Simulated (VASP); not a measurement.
Cost and result of VASP (PAW) for the bulk modulus of SiO2 (rutile). Static lattice, third-order Birch-Murnaghan fit over five volumes. The cost counts the five points of the equation of state, each on the mesh and cut-off of its row, so the ratios hold those differences too. With PBE it took about 9 core-minutes. Costs are core time on shared hosts, one run each; read them as rough ratios.

Measured: 310 GPa at 300 K (as given by arXiv:1001.2066).

| level | k-mesh | cut-off (eV) | bulk modulus (GPa) | error (%) | cost over PBE |
|---|---|---|---|---|---|
| LDA | 5×5×8 | 520 | 306 | -1.2 | within a factor of 2 |
| PBEsol | 5×5×8 | 520 | 285 | -8.2 | within a factor of 2 |
| PBE | 5×5×8 | 520 | 258 | -16.9 | reference |
| SCAN | 5×5×8 | 520 | 303 | -2.1 | about 5 times |
| r2SCAN | 5×5×8 | 520 | 302 | -2.6 | about 5 times |

Within 10 % of the measurement lie LDA, PBEsol, SCAN, r2SCAN; LDA, PBEsol stand at the low end of their costs, within a factor of 2 against PBE.

Left out are levels that failed, ran on another kind of processor or have no fit band path; at most nine are shown.

The compound is SiO2 in the rutile structure, stishovite, a high-pressure form.
